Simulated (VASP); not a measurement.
Output of a VASP run:

**OSZICAR**
```
       N       E                     dE             d eps       ncg     rms          rms(c)
DAV:   1     0.212181833206E+03    0.21218E+03   -0.17469E+04  2448   0.106E+03
DAV:   2    -0.283382046926E+02   -0.24052E+03   -0.23643E+03  2312   0.302E+02
DAV:   3    -0.366246550308E+02   -0.82865E+01   -0.80021E+01  2487   0.525E+01
DAV:   4    -0.367720686711E+02   -0.14741E+00   -0.14631E+00  2221   0.668E+00
DAV:   5    -0.367749425634E+02   -0.28739E-02   -0.28670E-02  2460   0.900E-01    0.274E+01
DAV:   6    -0.348251871894E+02    0.19498E+01   -0.53158E+00  2160   0.170E+01    0.128E+01
DAV:   7    -0.347070424646E+02    0.11814E+00   -0.25077E+00  2330   0.117E+01    0.507E+00
DAV:   8    -0.345636881036E+02    0.14335E+00   -0.12195E+00  2320   0.821E+00    0.361E+00
DAV:   9    -0.345442976237E+02    0.19390E-01   -0.29155E-01  2342   0.340E+00    0.160E+00
DAV:  10    -0.345288363590E+02    0.15461E-01   -0.75061E-02  2247   0.213E+00    0.268E-01
DAV:  11    -0.345286641064E+02    0.17225E-03   -0.22044E-03  2219   0.345E-01    0.499E-02
DAV:  12    -0.345286679974E+02   -0.38910E-05   -0.13460E-04  2349   0.899E-02    0.258E-02
DAV:  13    -0.345286650965E+02    0.29009E-05   -0.15393E-05  2245   0.306E-02    0.447E-03
DAV:  14    -0.345286651864E+02   -0.89818E-07   -0.58723E-07  1122   0.515E-03
   1 F= -.34528665E+02 E0= -.34526052E+02  d E =-.522674E-02
```

### OUTCAR
```
------------------------ aborting loop because EDIFF is reached ----------------------------------------
  FORCE on cell =-STRESS in cart. coord.  units (eV):
  Direction    XX          YY          ZZ          XY          YZ          ZX
  --------------------------------------------------------------------------------------
  Total        2.9275252      2.9275252     -5.5931270      0.0000000     -0.0000000      0.0000000
  in kB       81.1306777     81.1306777   -155.0026549      0.0000000     -0.0000000      0.0000000
  external PRESSURE =       2.4195668 kB  Pullay stress =       0.0000000 kB
  volume of cell :       57.81
      direct lattice vectors                 reciprocal lattice vectors
    -1.865176000  1.865176000  4.154574000     0.000000000  0.268071217  0.120349283
     1.865176000 -1.865176000  4.154574000     0.268071217  0.000000000  0.120349283
     1.865176000  1.865176000 -4.154574000     0.268071217  0.268071217  0.000000000
 POSITION                                       TOTAL-FORCE (eV/Angst)
 -----------------------------------------------------------------------------------
      0.00000      0.00000      4.15457        -0.000000     -0.000000     -0.000000
      0.00000      1.86518      2.07729         0.000000      0.000000      0.000000
      1.86518      0.00000      2.07729        -0.000000     -0.000000      0.000000
      0.00000      0.00000      0.00000        -0.000000     -0.000000     -0.000000
 -----------------------------------------------------------------------------------
    total drift:                                0.000000      0.000000      0.000000
  FREE ENERGIE OF THE ION-ELECTRON SYSTEM (eV)
  ---------------------------------------------------
  free  energy   TOTEN  =       -34.5286651864 eV

  energy  without entropy=      -34.5234384470  energy(sigma->0) =      -34.52605182
```
(Selected blocks of OUTCAR.)

File POSCAR:
```
TcPt3
1
   -1.8651760000     1.8651760000     4.1545740000
    1.8651760000    -1.8651760000     4.1545740000
    1.8651760000     1.8651760000    -4.1545740000
Pt Tc
3 1
Direct
  0.5000000000   0.5000000000   0.0000000000
  0.7500000000   0.2500000000   0.5000000000
  0.2500000000   0.7500000000   0.5000000000
  0.0000000000   0.0000000000   0.0000000000
```

### Question
Write an INCAR and KPOINTS that could have produced this output.

### Answer
This is not unique; one that fits is the input of the run itself, LDA (Ceperley-Alder, Perdew-Zunger), plane waves, VASP's LDA PAW potentials (set 64).

INCAR:
```
SYSTEM = TcPt3
PREC = Accurate; ENCUT = 300; LREAL = .FALSE.
LASPH = .TRUE.
EDIFF = 1E-6; NELM = 100; ALGO = Normal
LMAXMIX = 6
ISMEAR = 0; SIGMA = 0.05
ISIF = 2
LWAVE = .FALSE.; LCHARG = .FALSE.
```

KPOINTS:
```
Automatic mesh
0
Gamma
7 7 7
0 0 0
```

POTCAR, in this order: Pt Tc_pv (LDA.64 set). Program: vasp_std.

At this cut-off the stress carries a Pulay error, which pulls relaxed volumes low.

The structure was generated: TcPt3 was put into an ordered model structure, which need not be its known phase. The cell was not relaxed at this level. The k-mesh is coarse (spacing up to 0.34 per Å, 2π included), so the numbers may not be converged in it. The run is one of a series of settings (GGA removed, POTCAR Pt Tc_pv (LDA.64 set) against the base run), some of them coarse on purpose. The electron count is odd and the run is not spin-polarised, which forces a metal.
